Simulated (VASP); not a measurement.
Set up this calculation in VASP 6.6.1, as the native input.

| Item | Value |
| --- | --- |
| Task | electron localisation function |
| Functional | PBE |
| Potentials or basis | VASP PAW PBE potentials, release 64 (O, Mg, S, H) |
| Cutoff | 520 eV |
| k mesh | 1 × 1 × 1 |
| Occupations | gaussian, width 0.01 eV |
| Spin | no spin polarisation |
| Further INCAR settings | ALGO = Fast; EDIFF = 1e-07 |

The structure of OMgSH2 lies in POSCAR:

```
MgH2SO
1.0
   13.0000000000      0.0000000000      0.0000000000
    0.0000000000     13.0000000000      0.0000000000
    0.0000000000      0.0000000000     11.0000000000
O Mg S H
1 1 1 2
Direct
    0.3923538500      0.4148538500      0.5551227300
    0.4704846200      0.5164230800      0.5044409100
    0.5688461500      0.6519692300      0.4416954500
    0.3577076900      0.3512615400      0.5644863600
    0.6442923100      0.6297846200      0.5211500000
```

One way to write it, as run:

INCAR

```
SYSTEM = MgH2SO
ALGO     = Fast           ! electronic algorithm
EDIFF    = 1E-7           ! SCF threshold, eV
ENCUT    = 520            ! plane-wave cutoff, eV
GGA      = PE             ! functional
ISIF     = 2              ! what is computed and relaxed
ISMEAR   = 0              ! smearing method
LASPH    = .TRUE.         ! aspherical terms in the spheres
LCHARG   = .TRUE.         ! write CHGCAR
LELF     = .TRUE.         ! ELF
LREAL    = .FALSE.        ! projectors in reciprocal space
LWAVE    = .FALSE.        ! write WAVECAR
NELM     = 100            ! most SCF steps
PREC     = Accurate       ! precision mode
SIGMA    = 0.01           ! smearing width, eV
```

KPOINTS

```
k-points
0
G
  1 1 1
  0 0 0
```

Potentials or basis: VASP PAW PBE potentials, release 64 (O, Mg, S, H).

Run with:

```bash
$ cat potpaw_PBE.64/O/POTCAR potpaw_PBE.64/Mg/POTCAR potpaw_PBE.64/S/POTCAR potpaw_PBE.64/H/POTCAR > POTCAR
$ mpirun -np 1 vasp_gam > vasp.out
```

It gave:

```json
{"Largest force": "0.630 eV/Å", "Gap between the frontier levels": "3.96 eV"}
```

Run time: 4 min on 1 thread of Intel(R) Xeon(R) Platinum 8488C (Sapphire Rapids) (shared host), peak memory 1.4 GiB.
